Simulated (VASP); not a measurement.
# CuWO4: structure and properties in VASP, part 3 of 7

Wanted: the relaxed cell of CuWO4 and its properties. The start is a cell from a database of measured crystal structures.

VASP 6.6.1; PBEsol, no spin polarisation; plane waves and PAW (Cu, W, O).

Still holding for the runs below: This run has no spin polarisation, although Cu and W can carry a moment. The k-mesh is coarse for a metal. Oxides and halides of Cu are often magnetic insulators, and a metal at this level, without U or exact exchange, may be an artefact.

So far. Step 3 (Relaxing cell and atoms (PBEsol)): It ends with a largest force of 0.008 eV/Å and a pressure of 0.08 GPa. The volume lies -0.1 % from that of the database's start, which holds the thermal and zero-point expansion of its experiment.

## 4. Density, ELF and potential (PBEsol)

A single point on the relaxed cell gives a clean self-consistent state, with density, ELF and potential written out.

INCAR reads:

```
SYSTEM = CuWO4
PREC = Accurate
ENCUT = 520
EDIFF = 1E-06
NELM = 100
ISMEAR = 0
SIGMA = 0.05
LREAL = .FALSE.
ALGO = Normal
GGA = PS
NBANDS = 53
LASPH = .TRUE.
LORBIT = 11
LWAVE = .FALSE.
LCHARG = .TRUE.
ISIF = 2
LELF = .TRUE.
LVHAR = .TRUE.
```

POSCAR reads:

```
CuWO4
1.0
    4.6603705799      0.0225479241      0.0010361028
    0.2291429640      4.8783099296      0.0413118940
    0.7278692299      0.1873393552      5.8128087265
Cu W O
2 2 8
Direct
    0.4966708788      0.7470917319      0.6588240137
    0.5033291212      0.2529082681      0.3411759863
    0.0146533526      0.7473267326      0.1709556044
    0.9853466474      0.2526732674      0.8290443956
    0.2507401092      0.5716439225      0.3544149474
    0.7492598908      0.4283560775      0.6455850526
    0.2162726828      0.5719430978      0.8807160308
    0.7837273172      0.4280569022      0.1192839692
    0.7280923485      0.9067663981      0.3815420536
    0.2719076515      0.0932336019      0.6184579464
    0.7802109876      0.9434747829      0.9111386682
    0.2197890124      0.0565252171      0.0888613318
```

KPOINTS reads:

```
Automatic mesh
0
Gamma
4 4 4
0 0 0
```

Potentials, in the order of the species: Cu, W and O (PBE family, release 64).

Launch:

```
mpirun -np 8 vasp_std
```

What it wrote:

```text
[banner, memory and clock lines left out]
running    8 mpi-ranks, on    1 nodes
 distrk:  each k-point on    8 cores,    1 groups
 distr:  one band on    1 cores,    8 groups

 POSCAR found type information on POSCAR CuW O
 POSCAR found :  3 types and      12 ions
 [... a notice as in an earlier step ...]

 [... a notice as in an earlier step ...]

 LDA part: xc-table for (Slater+PW92), standard interpolation
|                                                                             |
|           W    W    AA    RRRRR   N    N  II  N    N   GGGG   !!!           |
|           W    W   A  A   R    R  NN   N  II  NN   N  G    G  !!!           |
|           W    W  A    A  R    R  N N  N  II  N N  N  G       !!!           |
|           W WW W  AAAAAA  RRRRR   N  N N  II  N  N N  G  GGG   !            |
|           WW  WW  A    A  R   R   N   NN  II  N   NN  G    G                |
|           W    W  A    A  R    R  N    N  II  N    N   GGGG   !!!           |
|                                                                             |
|     The number of bands has been changed from the values supplied in        |
|     The orbitals not found in the WAVECAR file will be initialized with     |
|     random numbers, which is usually adequate. For correlated               |
|     calculations, however, you should redo the groundstate calculation.     |
|     I found NBANDS = 53. Now, NBANDS = 56.                                  |
|                                                                             |

 POSCAR, INCAR and KPOINTS ok, starting setup
 FFT: planning ... GRIDC
 FFT: planning ... GRID_SOFT
 FFT: planning ... GRID
 WAVECAR not read
 entering main loop
       N       E                     dE             d eps       ncg     rms          rms(c)
DAV:   1     0.101231353033E+04    0.10123E+04   -0.37519E+04  4056   0.176E+03
DAV:   2     0.566174059054E+02   -0.95570E+03   -0.86528E+03  4472   0.489E+02
DAV:   3    -0.109246402569E+03   -0.16586E+03   -0.15792E+03  4976   0.209E+02
DAV:   4    -0.119149638032E+03   -0.99032E+01   -0.97134E+01  6080   0.565E+01
DAV:   5    -0.119371286436E+03   -0.22165E+00   -0.22084E+00  5312   0.803E+00    0.749E+01
DAV:   6    -0.102084468992E+03    0.17287E+02   -0.12152E+02  6208   0.117E+02    0.244E+01
DAV:   7    -0.985823738070E+02    0.35021E+01   -0.36563E+01  5400   0.202E+02    0.236E+01
DAV:   8    -0.974669512194E+02    0.11154E+01   -0.21865E+01  5832   0.598E+01    0.193E+01
DAV:   9    -0.968924421324E+02    0.57451E+00   -0.32935E+00  6240   0.172E+01    0.548E+00
DAV:  10    -0.967981743018E+02    0.94268E-01   -0.22331E-01  6352   0.579E+00    0.864E-01
DAV:  11    -0.967941962328E+02    0.39781E-02   -0.82415E-02  6032   0.308E+00    0.431E-01
DAV:  12    -0.967923130081E+02    0.18832E-02   -0.58713E-03  6192   0.903E-01    0.449E-01
DAV:  13    -0.967919361027E+02    0.37691E-03   -0.33343E-03  6320   0.566E-01    0.286E-01
DAV:  14    -0.967916601711E+02    0.27593E-03   -0.54439E-04  6136   0.220E-01    0.447E-02
DAV:  15    -0.967916591265E+02    0.10447E-05   -0.29425E-04  6128   0.148E-01    0.471E-02
DAV:  16    -0.967916539836E+02    0.51429E-05   -0.31426E-05  6224   0.791E-02    0.405E-02
DAV:  17    -0.967916504108E+02    0.35727E-05   -0.79239E-06  5544   0.379E-02    0.965E-03
DAV:  18    -0.967916497995E+02    0.61139E-06   -0.16543E-06  3048   0.119E-02
   1 F= -.96791650E+02 E0= -.96788426E+02  d E =-.644809E-02
```

It took 72 s on 8 MPI ranks of AMD EPYC 7R43, shared host; peak memory 1.3 GiB.

OUTCAR, selected parts (step 4):

```text
  LATTYP: Found a triclinic cell.
 ALAT       =     6.5738744266
 B/A-ratio  =     0.7429200809
 C/A-ratio  =     1.0677336543
 COS(alpha) =     0.0041683688
 COS(beta)  =     0.4000622847
 COS(gamma) =     0.7062312001

The static configuration has the point symmetry S_2 .

 Found     36 irreducible k-points:

   k-points           NKPTS =     36   k-points in BZ     NKDIM =     36   number of bands    NBANDS=     56

   ENCUT  =  520.0 eV  38.22 Ry    6.18 a.u.   8.67  9.08 10.90*2*pi/ulx,y,z

   NELECT =      82.0000    total number of electrons

 E-fermi :   3.5363

 k-point     1 :       0.0000    0.0000    0.0000
  band No.  band energies     occupation
    ...
     38       2.5293      2.00000
     39       2.5551      2.00000
     40       3.0330      2.00000
     41       3.0361      2.00000
     42       3.5206      1.34403
     43       5.8015      0.00000
     44       6.0696      0.00000
     45       6.3910      0.00000
     46       6.6433      0.00000
     47       6.9101      0.00000
    ...

 k-point     2 :       0.2500   -0.0000   -0.0000
  band No.  band energies     occupation
    ...
     37       2.2825      2.00000
     38       2.5844      2.00000
     39       2.8259      2.00000
     40       2.9852      2.00000
     41       3.3473      2.00000
     42       3.5727      0.30346
     43       5.8491      0.00000
     44       5.9744      0.00000
     45       6.3171      0.00000
     46       6.5928      0.00000
    ...

  Total        0.0072460      0.0408149      0.0218177      0.0047498      0.0213628      0.0046595
  in kB        0.0878942      0.4950856      0.2646491      0.0576149      0.2591317      0.0565195
  external PRESSURE =       0.2825430 kB  Pullay stress =       0.0000000 kB

  energy-cutoff  :      520.00
  volume of cell :      132.08
      direct lattice vectors                 reciprocal lattice vectors
     4.660370580  0.022547924  0.001036103     0.214628804 -0.009856596 -0.026557759
     0.229142964  4.878309930  0.041311894    -0.000990832  0.205090491 -0.006485733
     0.727869230  0.187339355  5.812808727    -0.000031215 -0.001455830  0.172084701

 POSITION                                       TOTAL-FORCE (eV/Angst)
 -----------------------------------------------------------------------------------
      2.96540      3.77917      3.86100         0.001063      0.003497     -0.002753
      2.65198      1.30903      1.99416        -0.001063     -0.003497      0.002753
      0.36397      3.67805      1.02462        -0.004059      0.004378      0.004697
      5.25341      1.41015      4.83054         0.004059     -0.004378     -0.004697
      1.55750      2.86071      2.08402        -0.001872      0.000429      0.001814
      4.05989      2.22749      3.77113         0.001872     -0.000429     -0.001814
      1.78001      2.95998      5.14329        -0.000264      0.001002     -0.006079
      3.83737      2.12821      0.71187         0.000264     -0.001002      0.006079
      3.87867      4.51138      2.25605         0.002793     -0.002485      0.002348
      1.73871      0.57681      3.59911        -0.002793      0.002485     -0.002348
      4.51545      4.79085      5.33606        -0.001074      0.002300      0.002223
      1.10193      0.29735      0.51910         0.001074     -0.002300     -0.002223
 -----------------------------------------------------------------------------------
    total drift:                                0.000000     -0.000000      0.000000

  FREE ENERGIE OF THE ION-ELECTRON SYSTEM (eV)
  ---------------------------------------------------
  free  energy   TOTEN  =       -96.7916497995 eV

  energy  without entropy=      -96.7852017071  energy(sigma->0) =      -96.78842575

 total charge
# of ion       s       p       d       tot
------------------------------------------
    1        0.342   0.386   9.115   9.842
    2        0.342   0.386   9.115   9.842
    3        0.717   1.050   4.253   6.020
    4        0.717   1.050   4.253   6.020
    5        1.572   3.432   0.000   5.004
    6        1.572   3.432   0.000   5.004
    7        1.561   3.468   0.000   5.029
    8        1.561   3.468   0.000   5.029
    9        1.568   3.431   0.000   4.999
   10        1.568   3.431   0.000   4.999
   11        1.575   3.435   0.000   5.011
   12        1.575   3.435   0.000   5.011
--------------------------------------------------
tot         14.669  30.405  26.735  71.809

[... 2 parts as in an earlier step ...]

[... 7 further parts left out ...]
```

Numbers from this step:

* SCF cycles: 18
* bands: 56
* pressure: 0.02825 GPa

Valence electrons inside each PAW sphere by angular momentum. Sphere charges, by row:

```csv
atom,s (e),p (e),d (e),tot (e)
Cu1,0.342,0.386,9.115,9.842
Cu2,0.342,0.386,9.115,9.842
W3,0.717,1.05,4.253,6.02
W4,0.717,1.05,4.253,6.02
O5,1.572,3.432,0,5.004
O6,1.572,3.432,0,5.004
O7,1.561,3.468,0,5.029
O8,1.561,3.468,0,5.029
O9,1.568,3.431,0,4.999
O10,1.568,3.431,0,4.999
O11,1.575,3.435,0,5.011
O12,1.575,3.435,0,5.011
```

ELF in the ab plane at fractional z = 0.354, with atoms of Cu and O within 0.2 Å of it. It is the smooth field of the valence electrons, not physical close to the nuclei.

Values, 14 rows by 14 columns, each cell a mean:
```
0.18 0.08 0.05 0.04 0.02 0.03 0.07 0.41 0.77 0.77 0.58 0.75 0.81 0.57
0.17 0.09 0.09 0.09 0.05 0.03 0.06 0.42 0.77 0.78 0.60 0.74 0.79 0.52
0.13 0.16 0.30 0.40 0.32 0.14 0.04 0.22 0.62 0.79 0.79 0.78 0.64 0.32
0.16 0.36 0.62 0.75 0.72 0.50 0.15 0.06 0.28 0.54 0.65 0.57 0.35 0.16
0.29 0.62 0.78 0.76 0.81 0.78 0.44 0.06 0.05 0.13 0.22 0.20 0.13 0.11
0.44 0.75 0.76 0.49 0.64 0.81 0.60 0.13 0.03 0.03 0.05 0.06 0.06 0.12
0.40 0.74 0.80 0.66 0.72 0.79 0.49 0.13 0.06 0.05 0.06 0.06 0.05 0.09
0.20 0.54 0.73 0.78 0.75 0.54 0.22 0.14 0.13 0.10 0.08 0.08 0.05 0.05
0.05 0.20 0.38 0.44 0.32 0.19 0.09 0.09 0.14 0.14 0.10 0.08 0.05 0.03
0.01 0.03 0.07 0.11 0.14 0.10 0.01 0.00 0.05 0.15 0.12 0.07 0.04 0.01
0.01 0.01 0.03 0.08 0.15 0.10 0.01 0.00 0.03 0.13 0.12 0.06 0.03 0.01
0.01 0.02 0.03 0.06 0.12 0.13 0.07 0.04 0.07 0.14 0.16 0.14 0.08 0.02
0.03 0.03 0.04 0.05 0.08 0.12 0.15 0.14 0.20 0.38 0.54 0.51 0.34 0.13
0.09 0.05 0.05 0.04 0.05 0.06 0.09 0.20 0.54 0.79 0.80 0.79 0.68 0.38
```
Columns run along a (4.7 Å), rows up along b (4.9 Å). Atoms in or near the plane, at fractional coordinates: Cu at (0.50, 0.25), O at (0.25, 0.57), O at (0.73, 0.91).

Valence density in the ab plane at fractional z = 0.354, with atoms of Cu and O within 0.2 Å of it. It is the smooth field of the valence electrons, not physical close to the nuclei.

Ten steps, logarithmic in the rise over the least value, from '0' (0 e/Å³) to '9' (14 e/Å³), each cell a mean:
```
10000002478752
11100002478753
21221101356542
22343210123322
24676420011111
24788631000011
24677531100001
12455433211000
01123466521000
00012689841000
00012699851000
00002478632100
00001234333210
00000112356531
```
Columns run along a (4.7 Å), rows up along b (4.9 Å). Atoms in or near the plane, at fractional coordinates: Cu at (0.50, 0.25), O at (0.25, 0.57), O at (0.73, 0.91).

Electrostatic potential energy in the ab plane at fractional z = 0.354, with atoms of Cu and O within 0.2 Å of it. With pseudopotentials it is smooth inside the atoms' cores, unlike the true potential.

Ten even steps from '_' (-51 eV) to '@' (6 eV), each cell a mean:
```
@@@@@@@@@@@@@@@@##..__..##@@
%%%%@@@@@@@@@@@@%%::__..**%%
##%%%%@@@@@@@@@@@@##==++####
####%%%%@@@@@@@@@@@@%%%%%%##
####++::--%%@@@@@@@@@@@@%%##
%%##::____++@@@@@@@@@@@@%%%%
@@%%==__..**@@@@@@@@@@@@@@@@
@@@@%%****######%%@@@@@@@@@@
@@@@@@@@%%**----++##@@@@@@@@
@@@@@@@@##--..__::++@@@@@@@@
@@@@@@@@##--..__..++%%@@@@@@
@@@@@@@@%%++--::--**@@@@@@@@
@@@@@@@@@@%%**++**%%%%@@@@@@
@@@@@@@@@@@@@@@@%%**==##@@@@
```
Columns run along a (4.7 Å; values clipped at the 3rd and 97th percentile), rows up along b (4.9 Å). Atoms in or near the plane, at fractional coordinates: Cu at (0.50, 0.25), O at (0.25, 0.57), O at (0.73, 0.91).

In this run the pressure is 0.03 GPa, small enough to go on.

(Continued in part 4 of 7.)

[Lines on the potential files, build, host, timing and source positions are cut from VASP's logs without a mark.]

[Logs are printed without paths, hosts, clocks, repeated set-up lines and the standing remarks that a program may print on its own settings, such as how far it seeks lower states.]

[Hosts, paths, dates, database ids (printed as entryN), source tags and the programs' standing remarks are cut or masked in the printed files.]

[A measured line is paired with the nearest computed mode of its activity, which favours agreement.]
